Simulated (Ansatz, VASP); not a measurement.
**MoS2 (Molybdenite): VASP beside Ansatz**

Wanted: the spread between two codes on one cell, functional and k mesh.

Main program and level: Ansatz 0.2.0; plane waves, with VASP 6.6.1 beside it; single point at PBEsol.

**1. The structure**

It takes space group R3m (No. 160, trigonal). The conventional cell has a = 3.163 Å, b = 3.163 Å, c = 18.370 Å, α = 90.00°, β = 90.00°, γ = 120.00°. Nearest to Mo lie 6 S at 2.36 Å. S has 3 Mo at 2.36 Å nearest. S has 3 Mo at 2.36 Å nearest. Farther neighbours and most contacts between anions are not listed.

Structure file:

```
Mo S
1.0
     1.58150    0.91308    6.12333
    -1.58150    0.91308    6.12333
     0.00000   -1.82616    6.12333
Mo S
1 2
Cartesian
  0.0000 0.0000 0.0000
  0.0000 0.0000 7.6254
  0.0000 0.0000 4.6219
```

**2. VASP: single point, PBEsol**

A single point gives forces, pressure and levels at one fixed geometry, so differences don't come from the geometry; what else differs is listed under the comparison.

Lines of VASP's logs that name or quote its potential files are left out, and so is its time.

INCAR

```
SYSTEM = MoS2
PREC = Accurate
ENCUT = 400
EDIFF = 1E-05
NELM = 100
ISMEAR = 0
SIGMA = 0.05
LREAL = .FALSE.
ALGO = Normal
GGA = PS
NBANDS = 19
LASPH = .TRUE.
LORBIT = 11
LWAVE = .FALSE.
LCHARG = .FALSE.
KPAR = 4
```

POSCAR

```
MoS2
1.0
    1.5815000000      0.9130794507      6.1233333333
   -1.5815000000      0.9130794507      6.1233333333
    0.0000000000     -1.8261589014      6.1233333333
Mo S
1 2
Direct
    0.0000000000      0.0000000000      0.0000000000
    0.4151000000      0.4151000000      0.4151000000
    0.2516000000      0.2516000000      0.2516000000
```

KPOINTS

```
Automatic mesh
0
Gamma
8 8 8
0 0 0
```

The projector-augmented-wave data sets are Mo_sv and S (PBE family, release 64).

Started as:

```
$ mpirun -np 4 vasp_std
```

Numbers of over 12 decimals in the logs are rounded to 6 here.

Output:

```text
[banner, memory and clock lines left out]
running    4 mpi-ranks, on    1 nodes
 distrk:  each k-point on    1 cores,    4 groups
 distr:  one band on    1 cores,    1 groups

 POSCAR found type information on POSCAR MoS
 POSCAR found :  2 types and       3 ions
|                                                                             |
|               ----> ADVICE to this user running VASP <----                  |
|                                                                             |
|     You enforced a specific xc type in the INCAR file but a different       |
|     [... a line on the potential file left out ...]
|     I HOPE YOU KNOW WHAT YOU ARE DOING!                                     |
|                                                                             |

 LDA part: xc-table for (Slater+PW92), standard interpolation
 POSCAR, INCAR and KPOINTS ok, starting setup
 FFT: planning ... GRIDC
 FFT: planning ... GRID_SOFT
 FFT: planning ... GRID
 WAVECAR not read
 entering main loop
       N       E                     dE             d eps       ncg     rms          rms(c)
DAV:   1     0.151751336442E+03    0.15175E+03   -0.11806E+04  2526   0.106E+03
DAV:   2    -0.190233446856E+02   -0.17077E+03   -0.16661E+03  3146   0.294E+02
DAV:   3    -0.247578177620E+02   -0.57345E+01   -0.56838E+01  2984   0.508E+01
DAV:   4    -0.248215856974E+02   -0.63768E-01   -0.63734E-01  3146   0.567E+00
DAV:   5    -0.248224918952E+02   -0.90620E-03   -0.90615E-03  2993   0.632E-01    0.275E+01
DAV:   6    -0.236982024757E+02    0.11243E+01   -0.93377E+00  2615   0.198E+01    0.928E+00
DAV:   7    -0.234920309882E+02    0.20617E+00   -0.30940E+00  2563   0.108E+01    0.629E+00
DAV:   8    -0.233956932985E+02    0.96338E-01   -0.47612E-01  2773   0.447E+00    0.176E+00
DAV:   9    -0.233959128930E+02   -0.21959E-03   -0.20179E-02  3088   0.880E-01    0.616E-01
DAV:  10    -0.233948204849E+02    0.10924E-02   -0.84481E-03  2783   0.638E-01    0.115E-01
DAV:  11    -0.233948170171E+02    0.34679E-05   -0.72821E-04  2802   0.197E-01    0.707E-02
DAV:  12    -0.233948010212E+02    0.15996E-04   -0.65623E-05  2688   0.475E-02    0.154E-02
DAV:  13    -0.233948101361E+02   -0.91149E-05   -0.12607E-05  2301   0.211E-02
   1 F= -.23394810E+02 E0= -.23394810E+02  d E =-.982276E-18
```

OUTCAR, selected parts (step 2):

```text
ion  position               nearest neighbor table
   1  0.000  0.000  0.000-   3 2.36   3 2.36   3 2.36   2 2.36   2 2.36   2 2.36
   2  0.415  0.415  0.415-   1 2.36   1 2.36   1 2.36
   3  0.252  0.252  0.252-   1 2.36   1 2.36   1 2.36

  LATTYP: Found a trigonal (rhomboedric) cell.
 ALAT       =     6.3898409561
 COS(alpha) =     0.8774852746

 Subroutine GETGRP returns: Found  6 space group operations
 (whereof  6 operations were pure point group operations)

The static configuration has the point symmetry C_3v.

 Found     65 irreducible k-points:

   k-points           NKPTS =     65   k-points in BZ     NKDIM =     65   number of bands    NBANDS=     19

   dimension x,y,z NGX =    42 NGY =   42 NGZ =   42
   dimension x,y,z NGXF=    84 NGYF=   84 NGZF=   84

   ENCUT  =  400.0 eV  29.40 Ry    5.42 a.u.  10.42 10.42 10.42*2*pi/ulx,y,z

   NELECT =      26.0000    total number of electrons

 k-points in reciprocal lattice and weights: Automatic mesh
   0.00000000  0.00000000  0.00000000       0.002
   0.12500000 -0.00000000  0.00000000       0.012
   0.25000000 -0.00000000  0.00000000       0.012
   0.37500000 -0.00000000  0.00000000       0.012
   0.50000000 -0.00000000  0.00000000       0.006
   0.12500000  0.12500000  0.00000000       0.012
   0.25000000  0.12500000  0.00000000       0.023
   0.37500000  0.12500000  0.00000000       0.023
   0.50000000  0.12500000  0.00000000       0.023
[...]
-0.37500000  0.50000000  0.37500000       0.012
   0.50000000  0.50000000  0.50000000       0.002

 average (electrostatic) potential at core
       1 -74.3866       2 -84.4349       3 -84.4300

 E-fermi :   8.0236

 k-point     1 :       0.0000    0.0000    0.0000
  band No.  band energies     occupation
    ...
      9       3.8721      2.00000
     10       5.0838      2.00000
     11       5.0838      2.00000
     12       6.4216      2.00000
     13       6.5412      2.00000
     14       9.6428      0.00000
     15       9.6428      0.00000
     16      10.1766      0.00000
     17      10.1766      0.00000
     18      12.9307      0.00000
    ...

 k-point     2 :       0.1250   -0.0000    0.0000
  band No.  band energies     occupation
    ...
      9       4.1292      2.00000
     10       4.3946      2.00000
     11       4.7291      2.00000
     12       6.4075      2.00000
     13       6.6683      2.00000
     14       9.4843      0.00000
     15       9.5875      0.00000
     16       9.9037      0.00000
     17      10.0608      0.00000
     18      13.9652      0.00000
    ...

 k-point     3 :       0.2500   -0.0000    0.0000
  band No.  band energies     occupation
    ...
      9       3.3103      2.00000
     10       4.0627      2.00000
     11       4.7898      2.00000
     12       6.0022      2.00000
     13       6.1110      2.00000
     14       8.9385      0.00000
     15       9.4352      0.00000
     16      10.2230      0.00000
     17      10.7542      0.00000
     18      14.9684      0.00000
    ...

  Total        0.4705349      0.4705349      3.0058931      0.0000000      0.0000000      0.0000000
  in kB       14.2097192     14.2097192     90.7751972      0.0000000      0.0000000      0.0000000
  external PRESSURE =      39.7315452 kB  Pullay stress =       0.0000000 kB

  energy-cutoff  :      400.00
  volume of cell :       53.05
      direct lattice vectors                 reciprocal lattice vectors
     1.581500000  0.913079451  6.123333333     0.316155549  0.182532491  0.054436581
    -1.581500000  0.913079451  6.123333333    -0.316155549  0.182532491  0.054436581
     0.000000000 -1.826158901  6.123333333     0.000000000 -0.365064982  0.054436581

 POSITION                                       TOTAL-FORCE (eV/Angst)
 -----------------------------------------------------------------------------------
      0.00000      0.00000      0.00000         0.000000      0.000000      0.003591
      0.00000      0.00000      7.62539         0.000000      0.000000      1.009555
      0.00000      0.00000      4.62189         0.000000     -0.000000     -1.013146
 -----------------------------------------------------------------------------------
    total drift:                               -0.000000     -0.000000     -0.000034

  FREE ENERGIE OF THE ION-ELECTRON SYSTEM (eV)
  ---------------------------------------------------
  free  energy   TOTEN  =       -23.3948101361 eV

  energy  without entropy=      -23.3948101361  energy(sigma->0) =      -23.39481014

 total charge
# of ion       s       p       d       tot
------------------------------------------
    1        2.309   6.243   4.043  12.595
    2        1.357   2.344   0.000   3.701
    3        1.357   2.344   0.000   3.701
--------------------------------------------------
tot          5.023  10.931   4.043  19.997

[... 3 further parts left out ...]
```

This run has no spin polarisation, so a moment on Mo, if there is one, isn't seen. The gap is read on the k-mesh alone, so it is an upper bound where the band edges lie off the mesh. The PAW data sets were made with PBE, which is usual practice but a small mismatch for other functionals.

**3. Ansatz: single point, PBEsol**

Ansatz runs on its default PAW (the set named soft_2) files.

The same cell, functional, mesh and smearing now go to Ansatz, which takes its cutoff from its data sets.

input.yaml

```yaml
crystal:
  lattice:
    - [1.5815, 0.9130794507, 6.1233333333]
    - [-1.5815, 0.9130794507, 6.1233333333]
    - [0.0, -1.8261589014, 6.1233333333]
  atoms:
    - { symbol: Mo, position: [0.0, 0.0, 0.0] }
    - { symbol: S, position: [0.4151, 0.4151, 0.4151] }
    - { symbol: S, position: [0.2516, 0.2516, 0.2516] }
hamiltonian:
  xc: pbesol
  pseudopotentials: { kind: paw }
kpoints:
  mp_grid: { grid: [8, 8, 8] }
scf:
  occupations: { method: gaussian, width: 0.05 }
  n_extra_bands: 4
output:
  forces: true
  stress: true
  eigenvalues: true
```

Started as:

```
$ ansatz run input.yaml --threads 2 --pin off --max-ram 4608MiB --backend cpu --events-out ev --progress --plain --runs-dir out
```

Output:

```text
basis.fft_grid_basis auto: the FFT boxes are laid along the combinations [[1, 0, -1], [0, 1, -1], [0, 0, 1]] of the cell's own vectors, 3.163, 3.163 and 6.390 Å long. The dense box has 24×24×45 points. Along the cell's own vectors, as sized, it would have 45×45×45, 3.52 times as many. Of the 6 symmetry operations that the crystal satisfies within crystal.symmetry.tolerance (time reversal apart; of a slab, those that  [...]
scf.n_extra_bands = 4 over 13 filled bands (N_el = 26.0): the run solves 17 bands
Engine: ansatz 0.2.0, aarch64-unknown-linux-gnu
Pseudopotentials: kind: paw
Pseudopotential: Mo, paw, valence charge 14, recommended cutoff 420 eV (normal), Mo.paw.azcp
Pseudopotential: S, paw, valence charge 6, recommended cutoff 420 eV (normal), S.paw.azcp
Functional definition: PBEsol
  exchange = pbesol_x
  correlation = pbesol_c
Crystal: 3 atoms, lattice volume = 53.054 Å³
Basis set: ecut = 420 eV, 1011 PW (Γ), FFT grids on a1−a3, a2−a3, a3, exchange–correlation on 48×48×90 points (8 copies of the dense FFT grid, shifted against one another)
Bands: 17, of which v1, the nominal top of the filled ones, is band 13 counted from 1 (12 counted from 0)
Symmetry: 6 space group operations
Space group: R3m (ITA 160), of the structure as read, at distance tolerance 3.8e-5 Å
k-points: 65 of 512 (time reversal used)
Non-local potential: Mo, projectors of the file, l = 0: 3, l = 1: 2, l = 2: 2, l = 3: 1
Non-local potential: S, projectors of the file, l = 0: 2, l = 1: 2, l = 2: 2
PAW form: soft (Blöchl's): semilocal exchange-correlation on the pseudo side does not see the compensation charge
PAW frozen core: Mo, regenerated for the run's functional, and the local potential with it (the file was generated under x = pbe(κ = 0.804, μ = 0.219515), c = pbe(β = 0.066725))
PAW frozen core: S, regenerated for the run's functional, and the local potential with it (the file was generated under x = pbe(κ = 0.804, μ = 0.219515), c = pbe(β = 0.066725))
PAW one-centre angular grid: Mo, 590 points (default); XC on 64 Gauss nodes
PAW one-centre angular grid: S, 110 points (default); XC on 64 Gauss nodes
Initial density: superposition of atomic densities (neutral atoms: chi_scale 0, normalization atom), corrected by the library's trained network
Initial wavefunctions: pseudopotential atomic-orbital guess
Functional: x = pbesol(κ = 0.804, μ = 0.123457), c = pbesol(β = 0.046)
SCF iter   1: F=—  HF=-6670.112467 eV  |F-HF|=—  |Δ(HF+E_count)|=         —  Δρ=6.80e-3  dr2=1.68e-2  ethr=1.77e-3  ⟨swp⟩=5.9  Hψ=6156  notcnv=0
preconditioner: auto → none  [insulator: Δε(μ)=0.818 eV  Ē_g=8.363 eV  σ=0.050 eV  W_gap=1.00  n_scr=16 (ndim 8)  ℏωp=21.6 eV  f_vac=0.020  D(μ)=0.00/eV (n_scr^D=0)  ε∞_Penn≈7.7]
SCF iter   2: F=—  HF=-6670.117070 eV  |F-HF|=—  |Δ(HF+E_count)|=   4.60e-3  Δρ=5.18e-3  dr2=2.84e-2  ethr=6.46e-5  ⟨swp⟩=2.1  Hψ=2378  notcnv=0
SCF iter   3: F=—  HF=-6670.115127 eV  |F-HF|=—  |Δ(HF+E_count)|=   1.94e-3  Δρ=3.33e-3  dr2=1.11e-2  ethr=6.46e-5  ⟨swp⟩=2.0  Hψ=1797  notcnv=0
SCF iter   4: F=—  HF=-6670.114411 eV  |F-HF|=—  |Δ(HF+E_count)|=   7.16e-4  Δρ=1.53e-3  dr2=1.52e-3  ethr=4.25e-5  ⟨swp⟩=1.0  Hψ=1105  notcnv=0
SCF iter   5: F=—  HF=-6670.114437 eV  |F-HF|=—  |Δ(HF+E_count)|=   2.67e-5  Δρ=4.20e-4  dr2=1.12e-4  ethr=5.85e-6  ⟨swp⟩=1.8  Hψ=1266  notcnv=0
SCF iter   6: F=—  HF=-6670.114449 eV  |F-HF|=—  |Δ(HF+E_count)|=   1.12e-5  Δρ=1.18e-4  dr2=1.12e-5  ethr=4.31e-7  ⟨swp⟩=2.1  Hψ=1529  notcnv=0
SCF iter   7: F=—  HF=-6670.114467 eV  |F-HF|=—  |Δ(HF+E_count)|=   1.85e-5  Δρ=3.13e-5  dr2=3.12e-7  ethr=4.29e-8  ⟨swp⟩=2.3  Hψ=1559  notcnv=0
SCF iter   8: F=-6670.114467 eV  HF=-6670.114467 eV  |F-HF|=9.54e-9  |Δ(HF+E_count)|=   2.30e-7  Δρ=5.33e-6  dr2=7.93e-9  ethr=3.85e-10  ⟨swp⟩=6.0  Hψ=5352  notcnv=0
SCF 1 converged in 8 iterations: F = -6670.114467 eV  dr2 = 7.93e-9
  greatest PAW one-centre occupation: 0.999 electrons in one spin orbital (limit 2), on the Mo atom at site 0 (counted from 0), in its partial waves of l = 0
SCF converged after 8 iterations
Free energy (F): -6670.114467 eV
Harris-Foulkes:  -6670.114467 eV  (|F-HF|=9.54e-9)
Internal energy: -6670.114467 eV  (E = F + TS)
E sigma→0 (E₀):  -6670.114467 eV
Fermi energy:    11.596135 eV
--- Per-component energies (eV) ---
  E_band       = -156.664622
  E_kinetic    = 659.065064
  E_local      = -2030.179284  (includes V_loc(G=0)·N_el)
  E_nonlocal   = 201.678904
  E_hartree    = 786.787659
  E_xc         = -376.619251
  E_vxc        = -405.812923  (∫ρ·V_xc dr)
  E_paw        = -4312.124366  (= ΣΔE_a)
  E_vpaw       = -154.990904  (= ΣTr[D̂ρ^β])
  E_aug_tail   = 0.000031  (compensation charges beyond the density's cutoff)
  E_ewald      = -1599.056421
  E_core_change = 0.333198  (= ΣΔE_core)
  E_smearing   = -0.000000  (= −TS)
  E_closure    = 0.000000  (closes the sum)
  Σ components = -6670.114467   (vs F -6670.114467, Δ=0.00e0)
--- Forces (eV/Å), atoms counted from 1 ---
  atom   1  Mo     0.00000000    -0.00000000     0.00333532
  atom   2  S      0.00000000    -0.00000000     1.01055000
  atom   3  S      0.00000000     0.00000000    -1.01391856
  max |Σ_I F_I| component: 3.32e-5 eV/Å
--- Stress (GPa, compression-positive) ---
        1.681780       0.000000      -0.000000
        0.000000       1.681780      -0.000000
        0.000000      -0.000000       9.351740
  P = ⅓ Tr σ = 4.2384 GPa (42.384 kbar)
--- Band table (eV; the first three rows and the last of 65) ---
  k-point 0: bands = [... 9 lower, 8.5081, 8.5081, 9.8586, 9.9697, 13.0647, 13.0647, 13.5999, 13.5999]
  k-point 1: bands = [... 9 lower, 7.8222, 8.1540, 9.8400, 10.1056, 12.9070, 13.0017, 13.3265, 13.4820]
  k-point 2: bands = [... 9 lower, 7.4883, 8.2133, 9.4386, 9.5493, 12.3599, 12.8576, 13.6284, 14.1741]
  k-point 64: bands = [... 9 lower, 7.6422, 8.5319, 8.5319, 11.1801, 13.1489, 13.1489, 13.4776, 13.4776]
```

It took 5.3 s on 2 threads of Arm Neoverse N1, shared host; peak memory 0.36 GiB; 10 s of CPU time.

In the SCF lines HF is the Harris–Foulkes energy and dr2 the Hartree energy of the density residual, in eV; the loop may stop once dr2 is under the threshold and the program's other checks hold. Hψ counts applications of the Hamiltonian.

The run ends at a pressure of 4.24 GPa, with forces up to 1.0 eV/Å.

**4. Differences**

Known differences besides the potentials themselves: the cutoff is 420 eV in Ansatz and 400 eV in VASP; Ansatz makes its cores anew for this functional, VASP keeps those of its PBE data sets. Total energies have different zeros and are not compared.

Both answers:

```
              quantity  Ansatz   VASP  difference
        pressure (GPa)    4.24   3.97       +0.27
gap on the k mesh (eV)   0.840  0.858      -0.018
```

Forces (eV/Å; atoms numbered as in POSCAR):

```
atom        Ansatz x, y, z          VASP x, y, z
 Mo1   0.000, 0.000, 0.003   0.000, 0.000, 0.004
  S2   0.000, 0.000, 1.011   0.000, 0.000, 1.010
  S3  0.000, 0.000, -1.014  0.000, 0.000, -1.013
```

The forces differ by 0.4 meV/Å r.m.s., which is 0.1 % of the r.m.s. force of 0.48 eV/Å (both taken over all components). A gap on the mesh is an upper bound, since the band edges may lie between its points.

**5. What came out**

- r.m.s. force difference (single point, PBEsol): 0.090 % of the r.m.s. force

In words: The r.m.s. force difference is 0.090 % of the r.m.s. force (single point, PBEsol), within the 3 % picked in this series as the mark of a large difference. How closely two codes agree says nothing of how well the functional describes the real material.

[Lines on the potential files, build, host, timing and source positions are cut from VASP's logs without a mark.]

[Logs are printed without paths, hosts, clocks, repeated set-up lines and the standing remarks that a program may print on its own settings, such as how far it seeks lower states.]

[Hosts, paths, dates, database ids (printed as entryN), source tags and the programs' standing remarks are cut or masked in the printed files.]
